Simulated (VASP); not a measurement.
Runs of VASP 6.6.1 on Ca. Symmetry: Fm-3m, No. 225, cubic system. Conventional cell: a = 5.529 Å, b = 5.529 Å, c = 5.529 Å, α = 90.00°, β = 90.00°, γ = 90.00°. Around Ca (site symmetry m-3m) lie 12 Ca at 3.91 Å. 

| level | k mesh | cutoff (eV) | further INCAR settings | grid for exact exchange (PRECFOCK) | screening parameter | exchange at q = 0 | gap on the mesh (eV) | pressure (GPa) |
| --- | --- | --- | --- | --- | --- | --- | --- | --- |
| r2SCAN | 13 × 13 × 13 | 450 | ALGO = Normal; EDIFF = 1e-06 | - | - | - | none | 0.4 |
| HSE06 | 7 × 7 × 7 | 450 | ALGO = Normal; EDIFF = 1e-06 | Fast | 0.2 1/A | - | none | (a) |
| PBEsol | 13 × 13 × 13 | 600 | ALGO = Fast; EDIFF = 1e-06 | - | - | - | none | -0.7 |
| PBE | 13 × 13 × 13 | 450 | ALGO = Fast; EDIFF = 1e-06 | - | - | - | none | 0.0 |
| PBE | 13 × 13 × 13 | 600 | ALGO = Fast; EDIFF = 1e-06 | - | - | - | none | 0.0 |
| PBEsol | 13 × 13 × 13 | 300 | ALGO = Fast; EDIFF = 1e-06 | - | - | - | none | - |
| PBEsol | 13 × 13 × 13 | 450 | ALGO = Fast; EDIFF = 1e-06 | - | - | - | none | -0.7 |
| PBE0 | 7 × 7 × 7 | 450 | ALGO = Normal; EDIFF = 1e-06 | Fast | - | truncated | none | 0.6 |

Alike in all rows: task single point; potentials or basis VASP PAW PBE potentials, release 64 (Ca_sv); no spin polarisation; cell as given; smearing methfessel-paxton 0.1 eV.

Problem. Fill in the values left out.

Solution. (a) 0.7.

Caveats: the PAW data sets were made with another functional, which shifts forces and pressure a little (some runs); the cutoff is under 1.25 times the usual one of these potentials, so pressure, stress and relaxed cells hold a basis-set (Pulay) error (some runs).

A gap of «none» marks a metal or a gap under the smearing width.
